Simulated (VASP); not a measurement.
Given:

```yaml
crystal:
  lattice:
    - [1.62179, -2.80902, 0.00000]
    - [1.62179, 2.80902, 0.00000]
    - [0.00000, 0.00000, 5.27893]
  atoms:
    - { symbol: Ga, position: [0.66667, 0.33333, 0.50003] }
    - { symbol: Ga, position: [0.33333, 0.66667, 0.00003] }
    - { symbol: N, position: [0.66667, 0.33333, 0.87697] }
    - { symbol: N, position: [0.33333, 0.66667, 0.37697] }
```

Computed with RPBE GGA, VASP's PBE PAW potentials (set 64) (plane waves; VASP). Numerical set-up: 520 eV cut-off, Gaussian smearing of 0.050 eV, potentials Ga_d N.

Task: Estimate the band gap (along the path) with the smallest direct gap where there is one.

Result: 
The band gap (along the path) is 1.63 eV. The smallest direct gap (along the path) is 1.63 eV.

The absolute energy has meaning only against runs of the same code, potentials and settings.

The compound is GaN in the wurtzite structure. It was relaxed first, which changed the volume by +5 %.
